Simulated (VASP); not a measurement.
## Au3SI: single point with PBEsol

Au3SI:

```
I S Au
1.0
     5.63937    0.00000    0.00000
     0.00000    5.63937    0.00000
     0.00000    0.00000    5.63937
I S Au
1 1 3
Direct
  0.00000 0.00000 0.00000
  0.50000 0.50000 0.50000
  0.50000 0.50000 0.00000
  0.50000 0.00000 0.50000
  0.00000 0.50000 0.50000
```

The cell comes from a database or a generator and needn't be the stable form of this composition.

```
Program                : VASP 6.6.1
Task                   : single point
Functional             : PBEsol
Potentials or basis    : VASP PAW PBE potentials, release 64 (I, S, Au)
Cutoff                 : 520 eV
k mesh                 : 4 × 4 × 4
Occupations            : gaussian, width 0.05 eV
Spin                   : no spin polarisation
Dipole correction      : no
Further INCAR settings : ALGO = Normal; EDIFF = 1e-06; NBANDS = 31
```

```json
{
  "Pressure": "-10.2 GPa",
  "Band gap on the k mesh": "none (metal or under the smearing width)"
}
```

Levels at points of the mesh, in eV from the Fermi level:
```
           k point  band 19  band 20  band 21  band 22  band 23  band 24  band 25  band 26  band 27  band 28
(0.00, 0.00, 0.00)    -1.51    -1.37    -0.73    -0.73    -0.73    -0.73     0.69     0.69     6.46     6.46
(0.50, 0.00, 0.00)    -1.22    -1.21    -1.21    -0.41    -0.41     0.74     1.08     2.92     5.25     5.61
(0.50, 0.50, 0.00)    -1.30    -0.88    -0.18    -0.12     0.01     0.01     2.98     3.41     3.41     5.22
(0.50, 0.50, 0.50)    -1.19    -1.19    -0.72    -0.72    -0.72     3.15     3.15     3.15     4.52     4.52
```

Run time: 43 s on 1 thread of Intel(R) Xeon(R) Platinum 8488C (Sapphire Rapids), on a shared host, peak memory 0.27 GiB.

Caveat: the PAW data sets were made with another functional, which shifts forces and pressure a little. The run has no spin-orbit coupling, so splittings on Au, I are missing.
